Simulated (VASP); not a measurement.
VASP ran on this input.

POSCAR:
```
InP
1
    0.0000000000     2.9690974482     2.9690974482
    2.9690974482     0.0000000000     2.9690974482
    2.9690974482     2.9690974482     0.0000000000
In P
1 1
Direct
  0.0000000000   0.0000000000   0.0000000000
  0.2500000000   0.2500000000   0.2500000000
```

### KPOINTS
```
Automatic mesh
0
Gamma
8 8 8
0 0 0
```

**INCAR**
```
SYSTEM = InP
PREC = Accurate
ENCUT = 520
EDIFF = 1E-7
NELM = 100
ALGO = Normal
LREAL = .FALSE.
LASPH = .TRUE.
ISMEAR = 0
SIGMA = 0.05
GGA = RE
LMAXMIX = 4
LWAVE = .FALSE.
LCHARG = .FALSE.
ISIF = 2
```

POTCAR, in this order: In_d P (PBE.64 set). Program: vasp_std.

Problem. Write an equivalent input for Ansatz.

Solution. One equivalent input (not run):
Ansatz 0.2 input:
```yaml
crystal:
  lattice:
    - [0.0000000, 2.9690974, 2.9690974]
    - [2.9690974, 0.0000000, 2.9690974]
    - [2.9690974, 2.9690974, 0.0000000]
  atoms:
    - { symbol: In, position: [0.0000000, 0.0000000, 0.0000000] }
    - { symbol: P, position: [0.2500000, 0.2500000, 0.2500000] }
kpoints:
  mp_grid: { grid: [8, 8, 8] }
hamiltonian:
  xc: revpbe
  pseudopotentials: { kind: paw }
scf:
  occupations: { method: gaussian, width: 0.05 }
  max_iter: 100
output: { forces: true, stress: true, eigenvalues: true }
```
The two are equivalent in intent, not identical: each code has its own PAW files, so the cut-off isn't converted (ENCUT is set for VASP's; basis.ecutwfc is left out, and Ansatz then takes the one that its files recommend); Ansatz stops its SCF on the density residual and VASP on the energy change (EDIFF).

The compound is InP in the zinc blende structure. This cell is one point of a volume scan, at 0.97 of the reference volume.
